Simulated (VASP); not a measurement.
A run of VASP 6.6.1:

The input INCAR:

```
PREC = Accurate
ENCUT = 520
EDIFF = 1E-7
ISMEAR = 0
SIGMA = 0.1
LREAL = False
LASPH = True
NELM = 100
ALGO = Normal
ISIF = 2
LWAVE = False
LCHARG = False
GGA = PE
NBANDS = 35
```

KPOINTS

```
regular mesh
0
Gamma
  4 4 4
```

The input POSCAR:

```
ScInF4
1.0
    4.1580000000      0.0000000000      0.0000000000
    0.0000000000      4.1580000000      0.0000000000
    0.0000000000      0.0000000000      6.6494897400
Sc In F
1 1 4
Direct
    0.5000000000      0.5000000000      0.5000000000
    0.0000000000      0.0000000000      0.0000000000
    0.0000000000      0.0000000000      0.6841862900
    0.5000000000      0.0000000000      0.0000000000
    0.0000000000      0.5000000000      0.0000000000
    0.0000000000      0.0000000000      0.3158137100
```

Potentials or basis: VASP PAW PBE potentials, release 64 (Sc_sv, In_d, F).

Run with:

```bash
$ cat potpaw_PBE.64/Sc_sv/POTCAR potpaw_PBE.64/In_d/POTCAR potpaw_PBE.64/F/POTCAR > POTCAR
$ mpirun -np 1 vasp_std > vasp.out
```

Hardware: 1 thread of Intel(R) Xeon(R) Platinum 8375C CPU @ 2.90GHz (Ice Lake) (shared host).

Problem. How long does it take, and how much memory?

Solution. It took 82 s on 1 thread of Intel(R) Xeon(R) Platinum 8375C CPU @ 2.90GHz (Ice Lake) (shared host), peak memory 0.24 GiB. Counts: scf iterations 18, k points 18.
